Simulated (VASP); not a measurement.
Ru: equilibrium volume by level of theory

```yaml
crystal:
  lattice:
    - [2.70580, 0.00000, 0.00000]
    - [-1.35290, 2.34329, 0.00000]
    - [0.00000, 0.00000, 4.28190]
  atoms:
    - { symbol: Ru, position: [0.33333, 0.66667, 0.25000] }
    - { symbol: Ru, position: [0.66667, 0.33333, 0.75000] }
```

```csv
rung,level,program and potentials,cutoff (eV),k mesh,smearing,equilibrium volume (Å³/atom),notes
LDA,LDA,"VASP, LDA PAW files Ru_pv, 600 eV",600,15 × 15 × 9,methfessel-paxton 0.1,13.12,14 valence electrons an atom on average
GGA,AM05,"VASP, PBE PAW files Ru_pv, 600 eV",600,15 × 15 × 9,methfessel-paxton 0.1,13.23,potentials made for PBE; 14 valence electrons an atom on average
GGA,PBE,"VASP, PBE PAW files Ru, 300 eV",300,8 × 8 × 5,methfessel-paxton 0.1,13.61,8 valence electrons an atom on average
GGA,PBE,"VASP, PBE PAW files Ru_pv, 600 eV",600,15 × 15 × 9,methfessel-paxton 0.1,13.75,14 valence electrons an atom on average
GGA + dispersion,PBE+D3(BJ),"VASP, PBE PAW files Ru_pv, 600 eV",600,15 × 15 × 9,methfessel-paxton 0.1,13.43,14 valence electrons an atom on average
GGA,PBEsol,"VASP, PBE PAW files Ru_pv, 600 eV",600,15 × 15 × 9,methfessel-paxton 0.1,13.32,potentials made for PBE; 14 valence electrons an atom on average
GGA,RPBE,"VASP, PBE PAW files Ru_pv, 600 eV",600,15 × 15 × 9,methfessel-paxton 0.1,13.95,potentials made for PBE; 14 valence electrons an atom on average
meta-GGA,r2SCAN,"VASP, PBE PAW files Ru_pv, 600 eV",600,15 × 15 × 9,methfessel-paxton 0.1,13.55,potentials made for PBE; 14 valence electrons an atom on average
```

Task: relaxation of cell and atoms. All rows: no spin polarisation. Smearing widths are in eV. For a metal such meshes aren't converged. Meshes differ between rows, which moves values too. Meshes are those of the run's cell of 2 atoms unless a note names another. Relaxations start from the cell shown or near it and stop with a little pressure left. Runs on faulty files, with rough fits or with known faults for this quantity aren't shown. No row holds spin-orbit coupling.

By rung: LDA 13.12; GGA 13.23 to 13.95; GGA + dispersion 13.43; meta-GGA 13.55 (Å³/atom).
